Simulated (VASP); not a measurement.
Crystal: Zn.

```
Zn
1.0
     2.59346    0.00000    0.00000
    -1.29673    2.24601    0.00000
     0.00000    0.00000    4.91887
Zn
2
Direct
  0.33333 0.66667 0.25000
  0.66667 0.33333 0.75000
```

Base run:

| Item | Value |
| --- | --- |
| Program | VASP 6.6.1 |
| Functional | PBEsol |
| Potentials or basis | VASP PAW PBE potentials, release 64 (Zn) |
| Cutoff | 520 eV |
| k mesh | 18 × 18 × 10 |
| Occupations | gaussian, width 0.5 eV |
| Spin | no spin polarisation |

Its results: band gap on the k mesh none (metal or under the smearing width); pressure 0.3 GPa.

Task: The run is repeated on the same cell with these changes: functional from PBEsol to r2SCAN; occupations from gaussian, width 0.5 eV to gaussian, width 0.1 eV. What comes out?

Result: Band gap on the k mesh none (metal or under the smearing width); pressure 1.5 GPa.

Caveats: the PAW data sets were made with another functional, which shifts forces and pressure a little.
